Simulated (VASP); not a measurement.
Given:

```yaml
crystal:
  lattice:
    - [2.88874, 0.00000, 0.00000]
    - [0.00000, 2.88874, 0.00000]
    - [0.00000, 0.00000, 2.88874]
  atoms:
    - { symbol: Al, position: [0.50000, 0.50000, 0.50000] }
    - { symbol: Ni, position: [0.00000, 0.00000, 0.00000] }
```

All values below come from optB88-vdW, VASP's PBE PAW potentials (set 64) (plane waves; VASP). Run with 520 eV cut-off, Gaussian smearing of 0.050 eV, potentials Al Ni.

### Question
Give the energies of bands 1 to 9 at the high-symmetry points, in eV from the Fermi level.

### Answer

```json
[
 {"band": "1", "Γ": "-11.04", "X": "-6.84", "M": "-5.27", "R": "-4.06"},
 {"band": "2", "Γ": "-3.19", "X": "-6.70", "M": "-3.33", "R": "-4.06"},
 {"band": "3", "Γ": "-3.19", "X": "-2.73", "M": "-2.80", "R": "-4.06"},
 {"band": "4", "Γ": "-1.56", "X": "-2.26", "M": "-2.80", "R": "-1.01"},
 {"band": "5", "Γ": "-1.56", "X": "-2.26", "M": "-2.08", "R": "-1.01"},
 {"band": "6", "Γ": "-1.56", "X": "-1.48", "M": "-2.08", "R": "2.08"},
 {"band": "7", "Γ": "5.45", "X": "-0.68", "M": "-1.04", "R": "2.08"},
 {"band": "8", "Γ": "5.45", "X": "8.39", "M": "1.42", "R": "2.08"},
 {"band": "9", "Γ": "5.45", "X": "9.97", "M": "2.42", "R": "3.54"}
]
```

It has no gap at this level: it comes out as a metal or semimetal.

The compound is NiAl in the CsCl type structure. It was relaxed first. The run is not spin-polarised, so no magnetic state was tried. The electron count is odd and the run is not spin-polarised, which forces a metal.
